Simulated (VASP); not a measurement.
Level of theory: PBEsol GGA, VASP's PBE PAW potentials (set 64) (plane waves; VASP).

The input files of a VASP run:

KPOINTS:
```
Regular mesh
0
gamma
6 6 6
```

### POSCAR
```
BaTiO3
1
    3.9173905635    -0.0000000000    -0.0000000000
   -0.0000000000     3.9173905635    -0.0000000000
    0.0000000000     0.0000000000     3.9173905635
Ba Ti O
1 1 3
Direct
  0.0000000000   0.0000000000   0.0000000000
  0.5000000000   0.5000000000   0.5000000000
  0.5000000000   0.0000000000   0.5000000000
  0.0000000000   0.5000000000   0.5000000000
  0.5000000000   0.5000000000   0.0000000000
```

INCAR:
```
# general
SYSTEM =BaTiO3
PREC   =Accurate
ENCUT  =620
LREAL  =.FALSE.
LASPH  =.TRUE.

# electronic loop
EDIFF  =1E-6
NELM   =100
ALGO   =Normal
LMAXMIX=4

# smearing
ISMEAR =0
SIGMA  =0.05

# functional
GGA    =PS

# ions
IBRION =2
NSW    =40
ISIF   =3
EDIFFG =-0.02
PSTRESS=100

# output
LWAVE  =.FALSE.
LCHARG =.FALSE.
```

POTCAR, in this order: Ba_sv Ti_sv O (PBE.64 set). Program: vasp_std.

Question: What will the output report for the number of irreducible k-points (NKPTS), largest plane-wave count, number of space-group operations, FFT grid (NGX, NGY, NGZ)?

Answer: 
```yaml
number of irreducible k-points (NKPTS): 20
largest_plane_wave_count: 2176
number_of_space_group_operations: 48
FFT grid (NGX, NGY, NGZ): 32 × 32 × 32
```

The compound is BaTiO3 in the cubic perovskite structure, the ideal cubic form; the compound distorts at low or room temperature. It was relaxed first under an external pressure of 10 GPa.
